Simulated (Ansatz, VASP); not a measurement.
# Cross-check of Fe (Fe wire along [111], 13 atoms a period) between VASP and Ansatz, part 3 of 3

Wanted: the spread between two codes on one cell, functional and k mesh. Of the first pair: The structure shown is the start of the Ansatz relaxation below; VASP solves that cell, so the two are compared at the walk's first step.

VASP 6.6.1 and Ansatz 0.2.0.

So far. Step 4 (Side by side): The forces differ by 4.9 meV/Å r.m.s., which is 1.0 % of the r.m.s. force of 0.502 eV/Å (both taken over all components). Moments aren't recorded for both runs of this pair, so they may hold unlike magnetic states.

## Step 6: VASP: single point, PBE, relaxed cell, pair 2

Level of this step: PBE, spin-polarised from a ferromagnetic start; plane waves and PAW (Fe) (VASP).

The same cell, functional, mesh and smearing now go to VASP, with its own data sets.

Input file INCAR:

```
SYSTEM = Fe
PREC = Accurate
ENCUT = 600
EDIFF = 1E-06
NELM = 200
ISMEAR = -1
SIGMA = 0.05
LREAL = .FALSE.
ALGO = Normal
GGA = PE
NBANDS = 91
ISPIN = 2
MAGMOM = 2.77 2.56 2.77 2.77 2.42 2.42 2.42 2.42 2.42 2.42 2.77 2.77 2.77
LASPH = .TRUE.
LMAXMIX = 4
LORBIT = 11
LWAVE = .FALSE.
LCHARG = .FALSE.
ISIF = 2
GGA_COMPAT = .FALSE.
KPAR = 4
```

Input file POSCAR:

```
Fe
1.0
   14.8040000000      0.0000000000      0.0000000000
    0.0000000000     13.7320000000      0.0000000000
    0.0000000000      0.0000000000      2.4360015604
Fe
13
Direct
    0.3687237728      0.2547944417      0.0006885681
    0.5000000000      0.5000000000      0.0000000000
    0.6312762272      0.2547944417      0.0006885681
    0.7624977726      0.5000000000      0.0000000000
    0.3619441902      0.4140242714      0.3569834260
    0.5000000000      0.6718706442      0.3560824374
    0.6380558098      0.4140242714      0.3569834260
    0.3619441902      0.5859757286      0.6430165740
    0.5000000000      0.3281293558      0.6439175626
    0.6380558098      0.5859757286      0.6430165740
    0.2375022274      0.5000000000      0.0000000000
    0.3687237728      0.7452055583      0.9993114319
    0.6312762272      0.7452055583      0.9993114319
```

Input file KPOINTS:

```
Automatic mesh
0
Gamma
1 1 33
0 0 0
```

PAW data sets: Fe (PBE family, release 64).

The run is started by

```console
mpirun -np 4 vasp_std
```

Numbers of over 12 decimals in the logs are rounded to 6 here.

Output:

```text
[... set-up lines as in an earlier step ...]
 entering main loop
       N       E                     dE             d eps       ncg     rms          rms(c)
DAV:   1     0.876217931879E+03    0.87622E+03   -0.43377E+04  6196   0.119E+03
DAV:   2    -0.431116232967E+02   -0.91933E+03   -0.83906E+03  6188   0.284E+02
DAV:   3    -0.105090271502E+03   -0.61979E+02   -0.55020E+02  6694   0.111E+02
DAV:   4    -0.106993714543E+03   -0.19034E+01   -0.18735E+01  6928   0.210E+01
[...]
DAV:  35    -0.951682611591E+02   -0.80965E-05   -0.43530E-07  4755   0.161E-03    0.717E-04
DAV:  36    -0.951682629682E+02   -0.18091E-05   -0.12080E-07  4558   0.118E-03    0.448E-04
DAV:  37    -0.951682636271E+02   -0.65892E-06   -0.88187E-08  4335   0.809E-04
   1 F= -.95168264E+02 E0= -.95130276E+02  d E =-.759743E-01  mag=    35.2516
```

OUTCAR, selected parts (step 6):

```text
  Total       -0.1813113     -0.2860411     -0.0720567      0.0000000      0.0158785      0.0000000
  in kB       -0.5866041     -0.9254407     -0.2331280      0.0000000      0.0513724      0.0000000
  external PRESSURE =      -0.5817243 kB  Pullay stress =       0.0000000 kB

 POSITION                                       TOTAL-FORCE (eV/Angst)
 -----------------------------------------------------------------------------------
      5.45859      3.49884      0.00168         0.005838      0.010575      0.000023
      7.40200      6.86600      0.00000        -0.000000      0.000000      0.000000
      9.34541      3.49884      0.00168        -0.005838      0.010575      0.000023
     11.28802      6.86600      0.00000        -0.012167      0.000000      0.000000
      5.35822      5.68538      0.86961        -0.000561     -0.000563     -0.012095
      7.40200      9.22613      0.86742        -0.000000      0.001332     -0.012046
      9.44578      5.68538      0.86961         0.000561     -0.000563     -0.012095
      5.35822      8.04662      1.56639        -0.000561      0.000563      0.012095
      7.40200      4.50587      1.56858        -0.000000     -0.001332      0.012046
      9.44578      8.04662      1.56639         0.000561      0.000563      0.012095
      3.51598      6.86600      0.00000         0.012167      0.000000      0.000000
      5.45859     10.23316      2.43432         0.005838     -0.010575     -0.000023
      9.34541     10.23316      2.43432        -0.005838     -0.010575     -0.000023
 -----------------------------------------------------------------------------------
    total drift:                                0.000000      0.000000     -0.000000

  FREE ENERGIE OF THE ION-ELECTRON SYSTEM (eV)
  ---------------------------------------------------
  free  energy   TOTEN  =       -95.1682636271 eV

  energy  without entropy=      -95.0922893074  energy(sigma->0) =      -95.13027647

 magnetization (x)
# of ion       s       p       d       tot
------------------------------------------
    1        0.024   0.027   2.792   2.842
    2       -0.018  -0.057   2.602   2.527
    3        0.024   0.027   2.792   2.842
    4        0.024   0.027   2.791   2.842
    5       -0.016  -0.058   2.473   2.399
    6       -0.016  -0.058   2.473   2.399
    7       -0.016  -0.058   2.473   2.399
    8       -0.016  -0.058   2.473   2.399
    9       -0.016  -0.058   2.473   2.399
   10       -0.016  -0.058   2.473   2.399
   11        0.024   0.027   2.791   2.842
   12        0.024   0.027   2.792   2.842
   13        0.024   0.027   2.792   2.842
--------------------------------------------------
tot          0.029  -0.240  34.186  33.975

[... 1 part as in an earlier step ...]

[... 2 further parts left out ...]
[key lines of the parts left out:]
E-fermi :  -0.8383
```

## Step 7: Side by side

What differs besides the data sets and the points named for the pairs above, as far as they apply: the data sets hold 208 valence electrons in Ansatz (on its PAW soft_1 files) and 104 in VASP; the cutoff is 420 eV in Ansatz and 600 eV in VASP; Ansatz's pressure holds a Pulay correction, VASP's none; site moments are counted in spheres of each program's own size. Total energies have different zeros and are not compared.

The two programs side by side:

```tsv
quantity	Ansatz	VASP	difference
pressure (GPa)	-0.01	-0.06	+0.05
total moment (μB)	35.19	35.25	-0.06
moment on Fe1 (μB)	2.77	2.84	-0.07
moment on Fe3 (μB)	2.77	2.84	-0.07
moment on Fe4 (μB)	2.77	2.84	-0.07
moment on Fe12 (μB)	2.77	2.84	-0.07
moment on Fe11 (μB)	2.77	2.84	-0.07
moment on Fe13 (μB)	2.77	2.84	-0.07
moment on Fe2 (μB)	2.56	2.53	+0.03
moment on Fe5 (μB)	2.42	2.40	+0.02
```

At this near-relaxed geometry the largest component of a force difference is 16 meV/Å.

## Step 8: What came out

```json
{
  "r.m.s. force difference (single point, PBE, start cell, pair 1)": "0.97 % of the r.m.s. force",
  "difference in total moment (single point, PBE, relaxed cell, pair 2)": "-0.060 μB",
  "r.m.s. force difference (single point, PBE, relaxed cell, pair 2)": "7.9 meV/Å"
}
```

The r.m.s. force difference is 7.9 meV/Å (single point, PBE, relaxed cell, pair 2), within the 12 meV/Å picked in this series as the mark of a large difference. The data sets hold unlike numbers of valence electrons (208 in Ansatz and 104 in VASP), so part of the differences comes from the potentials. Such differences can come from data sets, numerical settings and the points named under the comparisons, not from the functional's error against experiment.

[Lines on the potential files, build, host, timing and source positions are cut from VASP's logs without a mark.]

[Logs are printed without paths, hosts, clocks, repeated set-up lines and the standing remarks that a program may print on its own settings, such as how far it seeks lower states.]

[Hosts, paths, dates, database ids (printed as entryN), source tags and the programs' standing remarks are cut or masked in the printed files.]
